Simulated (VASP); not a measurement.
# YbB2 (P6/mmm) in VASP: further runs

The runs below take YbB2 through single point, with PBE.

Everything below comes from runs of VASP 6.6.1. Logs are shortened: lines on timing, memory, paths and dates and some standing lists are left out, and cuts for length are marked.

**1. The crystal as given**

It takes space group P6/mmm (No. 191, hexagonal). The conventional cell has a = 3.250 Å, b = 3.250 Å, c = 3.732 Å, α = 90.00°, β = 90.00°, γ = 120.00°. Yb (site symmetry 6/mmm) has 12 B at 2.65 Å as nearest neighbours. B (site symmetry -6m2) is surrounded by 3 B at 1.88 Å.

**2. Single point, PBE**

Input file INCAR:

```
PREC = Accurate ; ENCUT = 520
EDIFF = 1E-6 ; ISMEAR = 1
SIGMA = 0.3 ; LREAL = False
LASPH = True ; NELM = 100
ALGO = Normal ; ISIF = 2
LWAVE = False ; LCHARG = False
GGA = PE ; NBANDS = 22
```

Input file KPOINTS:

```
regular mesh
0
Gamma
  10 10 7
```

Input file POSCAR:

```
YbB2
1.0
    3.2503000000      0.0000000000      0.0000000000
   -1.6251500000      2.8148420000      0.0000000000
    0.0000000000      0.0000000000      3.7315000000
Yb B
1 2
Direct
    0.0000000000      0.0000000000      0.0000000000
    0.3333333333      0.6666666667      0.5000000000
    0.6666666667      0.3333333333      0.5000000000
```

Potentials or basis: VASP PAW PBE potentials, release 64 (Yb, B).

The run is started by

```sh
> cat potpaw_PBE.64/Yb/POTCAR potpaw_PBE.64/B/POTCAR > POTCAR
> mpirun -np 1 vasp_std > vasp.out
```

OUTCAR:

```text
PREC = Accurate
   ENCUT = 520
   EDIFF = 1E-6
   ISMEAR = 1
   LREAL = False
   LASPH = True
   NELM = 100
   ISIF = 2
   GGA = PE

 ion  position               nearest neighbor table
   1  0.000  0.000  0.000-   2 2.65   2 2.65   3 2.65   3 2.65   2 2.65   3 2.65   2 2.65   3 2.65
                             3 2.65   3 2.65   2 2.65   2 2.65
   2  0.333  0.667  0.500-   3 1.88   3 1.88   3 1.88   1 2.65   1 2.65   1 2.65   1 2.65   1 2.65
                             1 2.65
   3  0.667  0.333  0.500-   2 1.88   2 1.88   2 1.88   1 2.65   1 2.65   1 2.65   1 2.65   1 2.65
                             1 2.65

  LATTYP: Found a hexagonal cell.
 ALAT       =     3.2503000000
 C/A-ratio  =     1.1480478725

  Lattice vectors:

 A1 = (   3.2503000000,   0.0000000000,   0.0000000000)
 A2 = (  -1.6251500000,   2.8148420000,   0.0000000000)
 A3 = (   0.0000000000,   0.0000000000,   3.7315000000)

Analysis of symmetry for initial positions (statically):
=====================================================================
 Subroutine PRICEL returns:
 Original cell was already a primitive cell.

 Routine SETGRP: Setting up the symmetry group for a
 hexagonal supercell.

 Subroutine GETGRP returns: Found 24 space group operations
 (whereof 24 operations were pure point group operations)
 out of a pool of 24 trial point group operations.

The static configuration has the point symmetry D_6h.

Analysis of symmetry for dynamics (positions and initial velocities):
=====================================================================
 Subroutine PRICEL returns:
 Original cell was already a primitive cell.

 Routine SETGRP: Setting up the symmetry group for a
 hexagonal supercell.

 Subroutine GETGRP returns: Found 24 space group operations
 (whereof 24 operations were pure point group operations)
 out of a pool of 24 trial point group operations.

The dynamic configuration has the point symmetry D_6h.

 Subroutine INISYM returns: Found 24 space group operations
 (whereof 24 operations are pure point group operations),
 and found     1 'primitive' translations

----------------------------------------------------------------------------------------

                                     Primitive cell

  volume of cell :      34.1398

  direct lattice vectors                    reciprocal lattice vectors
     3.250300000  0.000000000  0.000000000     0.307663908  0.177629863  0.000000000
    -1.625150000  2.814842000  0.000000000     0.000000000  0.355259727  0.000000000
     0.000000000  0.000000000  3.731500000     0.000000000  0.000000000  0.267988744

  length of vectors
     3.250300000  3.250299680  3.731500000     0.355259692  0.355259727  0.267988744

  position of ions in fractional coordinates (direct lattice)
     0.000000000  0.000000000  0.000000000
     0.333333333  0.666666667  0.500000000
     0.666666667  0.333333333  0.500000000

  ion indices of the primitive-cell ions
   primitive index   ion index
                 1           1
                 2           2
                 3           3

----------------------------------------------------------------------------------------

 KPOINTS: regular mesh

Automatic generation of k-mesh.
 Grid dimensions read from file:
 generate k-points for:   10   10    7

 Generating k-lattice:

  Cartesian coordinates                     Fractional coordinates (reciprocal lattice)
     0.030766391  0.017762986  0.000000000     0.100000000  0.000000000  0.000000000
     0.000000000  0.035525973  0.000000000     0.000000000  0.100000000  0.000000000
     0.000000000  0.000000000  0.038284106     0.000000000  0.000000000  0.142857143

  Length of vectors
     0.035525969  0.035525973  0.038284106

  Shift w.r.t. Gamma in fractional coordinates (k-lattice)
     0.000000000  0.000000000  0.000000000

 Subroutine IBZKPT returns following result:
 ===========================================

 Found     56 irreducible k-points:

 Following reciprocal coordinates:
            Coordinates               Weight
  0.000000  0.000000  0.000000      1.000000
  0.100000  0.000000  0.000000      6.000000
  0.200000  0.000000  0.000000      6.000000
  0.300000  0.000000  0.000000      6.000000
  0.400000  0.000000  0.000000      6.000000
  0.500000  0.000000  0.000000      3.000000
[... 16 lines left out ...]
  0.300000  0.100000  0.142857     24.000000
  0.400000  0.100000  0.142857     24.000000
 [... further k-points ...]
   k-points           NKPTS =     56   k-points in BZ     NKDIM =     56   number of bands    NBANDS=     22
   number of dos      NEDOS =    301   number of ions     NIONS =      3
   total plane-waves  NPLWV =  16128
   dimension x,y,z NGX =    24 NGY =   24 NGZ =   28
   dimension x,y,z NGXF=    48 NGYF=   48 NGZF=   56
   ions per type =               1   2
   NGX,Y,Z   is equivalent  to a cutoff of  12.28, 12.28, 12.47 a.u.
   NGXF,Y,Z  is equivalent  to a cutoff of  24.55, 24.55, 24.95 a.u.
 SYSTEM =  unknown system
   PREC   = accura    normal or accurate (medium, high low for compatibility)
   ISTART =      0    job   : 0-new  1-cont  2-samecut
   ICHARG =      2    charge: 1-file 2-atom 10-const
   ISPIN  =      1    spin polarized calculation?
   LNONCOLLINEAR =      F non collinear calculations
   LSORBIT =      F    spin-orbit coupling
   LASPH  =      T    aspherical Exc in radial PAW
   ENCUT  =  520.0 eV  38.22 Ry    6.18 a.u.   6.04  6.04  6.94*2*pi/ulx,y,z
   NELM   =    100;   NELMIN=  2; NELMDL= -5     # of ELM steps
   EDIFF  = 0.1E-05   stopping-criterion for ELM
   LREAL  =      F    real-space projection
   EDIFFG = 0.1E-04   stopping-criterion for IOM
   NSW    =      0    number of steps for IOM
   IBRION =     -1    ionic relax: 0-MD 1-quasi-New 2-CG
   NFREE  =      0    steps in history (QN), initial steepest desc. (CG)
   ISIF   =      2    stress and relaxation
   ISYM   =      2    0-nonsym 1-usesym 2-fastsym
   POTIM  = 0.5000    time-step for ionic-motion
   TEBEG  =    0.0;   TEEND  =   0.0 temperature during run
   PSTRESS=    0.0 pullay stress
   NELECT =      30.0000    total number of electrons
   NUPDOWN=      -1.0000    fix difference up-down
   EMIN   =  10.00;   EMAX   =-10.00  energy-range for DOS
   EFERMI =   0.00;   METHOD = LEGACY
   ISMEAR =     1;   SIGMA  =   0.30  broadening in eV -4-tet -1-fermi 0-gaus
   EFERMI_NEDOS =   21; number of points for ismear=-14 and -15
   IALGO  =     38    algorithm
   IMIX   =      4    mixing-type and parameters
     AMIX     =   0.40;   BMIX     =  1.00
     AMIX_MAG =   1.60;   BMIX_MAG =  1.00
  volume/ion in A,a.u.               =      11.38        76.80
  Fermi-wavevector in a.u.,A,eV,Ry     =   1.568056  2.963196 33.454006  2.458800
  Thomas-Fermi vector in A             =   2.670144
   LORBIT       =      0    0 simple, 1 ext, 2 COOP (PROOUT), +10 PAW based schemes
   GGA     = PE    functional components
   LHFCALC =     F    Hartree Fock is set to
   AEXX    =    0.0000 exact exchange contribution
   IVDW    =     0    specifies the selected vdW correction
   LEPSILON=     F    determine dielectric tensor
   LRPA    =     F    only Hartree local field effects (RPA)
 non-spin polarized calculation
 Methfessel and Paxton  Order N= 1 SIGMA  =   0.30
  energy-cutoff  :      520.00
  volume of cell :       34.14
 maximum number of plane-waves:       942
   NGX = 13   NGY = 13   NGZ = 13

 number of electron      30.0000000 magnetization

 Free energy of the ion-electron system (eV)
  ---------------------------------------------------
  ext. energy  EPLUGINS =         0.00000000
  ---------------------------------------------------
  free energy    TOTEN  =       -18.04621926 eV

  energy without entropy =      -18.16680709  energy(sigma->0) =      -18.08641520

 E-fermi :   4.0681     XC(G=0): -12.3094

 val. band max:        4.0639827142   @ k =   0.2000   0.0000   0.2857
 cond. band min:       4.0715441182   @ k =   0.5000   0.0000   0.1429
 fundamental gap:      0.0075614040
 Fermi energy:         4.0680943522

 k-point     1 :       0.0000    0.0000    0.0000
  band No.  band energies     occupation
      1     -46.7095      2.00000
      2     -18.9395      2.00000
      3     -18.5475      2.00000
      4     -18.5475      2.00000
      5      -7.0382      2.00000
      6       2.5985      2.00000
[... 14 lines left out ...]
     21      10.9350      0.00000
     22      11.5764      0.00000

 k-point     2 :       0.1000    0.0000    0.0000
  band No.  band energies     occupation
      1     -46.7034      2.00000
      2     -18.9220      2.00000
      3     -18.6482      2.00000
      4     -18.5687      2.00000
      5      -6.8343      2.00000
      6       2.5536      2.00000
[... 14 lines left out ...]
     21      11.4126      0.00000
     22      11.6219      0.00000

 k-point     3 :       0.2000    0.0000    0.0000
  band No.  band energies     occupation
      1     -46.6873      2.00000
      2     -18.9016      2.00000
      3     -18.8757      2.00000
      4     -18.6236      2.00000
      5      -6.2584      2.00000
      6       1.4050      2.00000
[... 14 lines left out ...]
     21      11.4956      0.00000
     22      13.1122      0.00000

 k-point     4 :       0.3000    0.0000    0.0000
  band No.  band energies     occupation
      1     -46.6673      2.00000
      2     -19.1971      2.00000
      3     -18.8178      2.00000
      4     -18.6907      2.00000
      5      -5.3873      2.00000
      6      -0.1098      2.00000
[... 14 lines left out ...]
     21      11.4066      0.00000
     22      14.6660      0.00000

 k-point     5 :       0.4000    0.0000    0.0000
  band No.  band energies     occupation
      1     -46.6511      2.00000
      2     -19.4238      2.00000
      3     -18.7705      2.00000
      4     -18.7441      2.00000
      5      -4.2924      2.00000
      6      -1.6068      2.00000
[... 417 lines left out ...]
 k-point    22 :       0.2000    0.1000    0.1429
  band No.  band energies     occupation
      1     -46.6731      2.00000
      2     -19.0669      2.00000
      3     -18.8901      2.00000
      4     -18.6883      2.00000
      5      -5.5305      2.00000
      6       0.5867      2.00000
[... 14 lines left out ...]
     21      12.6898      0.00000
     22      13.0249      0.00000

 k-point    23 :       0.3000    0.1000    0.1429
  band No.  band energies     occupation
      1     -46.6550      2.00000
      2     -19.3066      2.00000
      3     -18.8340      2.00000
      4     -18.7662      2.00000
      5      -4.6234      2.00000
      6      -0.8564      2.00000
[... 14 lines left out ...]
     21      13.4119      0.00000
     22      13.9568      0.00000

 k-point    24 :       0.4000    0.1000    0.1429
  band No.  band energies     occupation
      1     -46.6438      2.00000
      2     -19.4494      2.00000
      3     -18.8143      2.00000
      4     -18.7981      2.00000
      5      -3.5383      2.00000
      6      -2.2296      2.00000
[... 14 lines left out ...]
     21      13.7435      0.00000
     22      14.4561      0.00000

 [... further k-points ...]
[... 5 lines left out ...]
  --------------------------------------------------------------------------------------
  -------------------------------------------------------------------------------------
  Total       -0.2606878     -0.2606877      1.6383027      0.0000000      0.0000000      0.0000000
  in kB      -12.2340539    -12.2340507     76.8853872      0.0000000      0.0000000      0.0000000
  external PRESSURE =      17.4724275 kB  Pullay stress =       0.0000000 kB

 VOLUME and BASIS-vectors are now :
 -----------------------------------------------------------------------------
  energy-cutoff  :      520.00
  volume of cell :       34.14
      direct lattice vectors                 reciprocal lattice vectors
     3.250300000  0.000000000  0.000000000     0.307663908  0.177629863  0.000000000
    -1.625150000  2.814842000  0.000000000     0.000000000  0.355259727  0.000000000
     0.000000000  0.000000000  3.731500000     0.000000000  0.000000000  0.267988744

 POSITION                                       TOTAL-FORCE (eV/Angst)
 -----------------------------------------------------------------------------------
      0.00000      0.00000      0.00000        -0.000000      0.000000     -0.000000
     -0.00000      1.87656      1.86575        -0.000000      0.000000     -0.000000
      1.62515      0.93828      1.86575         0.000000     -0.000000      0.000000
 -----------------------------------------------------------------------------------
    total drift:                               -0.000000      0.000000     -0.000000

  FREE ENERGIE OF THE ION-ELECTRON SYSTEM (eV)
  ---------------------------------------------------
  free  energy   TOTEN  =       -18.0462192618 eV

  energy  without entropy=      -18.1668070895  energy(sigma->0) =      -18.08641520
```

Wall time 2 min (1 thread of Intel Xeon Platinum 8259CL at 2.50GHz (Skylake/Cascade Lake), shared host); peak memory 0.19 GiB.

Results:

```yaml
Free_energy: -18.0462 eV
Pressure: 1.7 GPa
Band_gap_on_the_k_mesh: none (metal or under the smearing width)
```

Stress tensor (GPa, compression positive):
```
-1.22  0.00  0.00
 0.00 -1.22  0.00
 0.00  0.00  7.69
```

Levels at points of the mesh, in eV from the Fermi level:
| k point | band 13 | band 14 | band 15 | band 16 | band 17 | band 18 |
| --- | --- | --- | --- | --- | --- | --- |
| (0.00, 0.00, 0.00) | -0.36 | -0.25 | -0.17 | 0.19 | 6.15 | 6.67 |
| (0.50, 0.00, 0.00) | -0.27 | -0.24 | 0.08 | 0.10 | 3.72 | 5.95 |

Caveat: without U or exact exchange the open f shell lies at the Fermi level, which spoils levels, moments and volumes.

**3. Single point, PBE**

Input file INCAR:

```
SYSTEM = YbB2
  ALGO = Normal
  EDIFF = 1E-7
  ENCUT = 520
  GGA = PE
  ISIF = 2
  ISMEAR = 1
  LASPH = .TRUE.
  LCHARG = .TRUE.
  LELF = .TRUE.
  LREAL = .FALSE.
  LVHAR = .TRUE.
  LWAVE = .FALSE.
  NBANDS = 22
  NELM = 100
  PREC = Accurate
  SIGMA = 0.05
```

Input file KPOINTS:

```
k-points
0
G
  10 10 7
  0 0 0
```

POSCAR is that of step 2.

Potentials or basis: VASP PAW PBE potentials, release 64 (Yb, B).

The run is started by

```sh
> cat potpaw_PBE.64/Yb/POTCAR potpaw_PBE.64/B/POTCAR > POTCAR
> mpirun -np 1 vasp_std > vasp.out
```

It took 1.8 min on 1 thread of Intel Xeon Platinum 8259CL at 2.50GHz (Skylake/Cascade Lake), shared host; peak memory 0.19 GiB.

It converged, with:

```
Free energy            : -18.0986 eV
Pressure               : 2.5 GPa
Band gap on the k mesh : none (metal or under the smearing width)
```

Stress tensor (GPa, compression positive):
```
-0.27  0.00  0.00
 0.00 -0.27  0.00
 0.00  0.00  7.95
```

Levels at points of the mesh, in eV from the Fermi level:
```csv
k point,band 13,band 14,band 15,band 16,band 17,band 18
"(0.00, 0.00, 0.00)",-0.37,-0.29,-0.15,0.19,6.19,6.71
"(0.50, 0.00, 0.00)",-0.30,-0.25,0.10,0.10,3.75,5.97
```

Caveat: without U or exact exchange the open f shell lies at the Fermi level, which spoils levels, moments and volumes. The run has no spin-orbit coupling, so splittings on Yb are missing.
